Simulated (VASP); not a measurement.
A run of VASP 6.6.1:

Contents of INCAR:

```
SYSTEM = HfGe
ALGO = Fast
EDIFF = 1E-4
EDIFFG = -0.08
ENCUT = 520
GGA = PE
IBRION = 2
ISIF = 3
ISMEAR = 0
LASPH = .True.
LCHARG = .False.
LREAL = .False.
LWAVE = .False.
NELM = 60
NSW = 24
PREC = Normal
SIGMA = 0.15
```

File KPOINTS:

```
k-points
0
Gamma
  6 6 4
  0 0 0
```

File POSCAR:

```
HfGe
1.0
    4.0170507600      0.0000000000      0.0000000000
   -2.0085253800      3.4788680100      0.0000000000
    0.0000000000      0.0000000000      5.1325899000
Hf Ge
2 2
Direct
    0.3333333300      0.6666666700      0.2500000000
    0.6666666700      0.3333333300      0.7500000000
    0.0000000000      0.0000000000      0.0000000000
    0.0000000000      0.0000000000      0.5000000000
```

Potentials or basis: VASP PAW PBE potentials, release 64 (Hf_pv, Ge_d).

Command:

```bash
$ cat potpaw_PBE.64/Hf_pv/POTCAR potpaw_PBE.64/Ge_d/POTCAR > POTCAR
$ mpirun -np 1 vasp_std > vasp.out
```

Hardware: 1 thread of Intel(R) Xeon(R) Platinum 8488C (Sapphire Rapids), on a shared host.

Task: How long does it take, and how much memory?

Result: It took 2.3 min on 1 thread of Intel(R) Xeon(R) Platinum 8488C (Sapphire Rapids), on a shared host, peak memory 0.18 GiB. Counts: scf iterations 75, k points 21, ion steps 9.
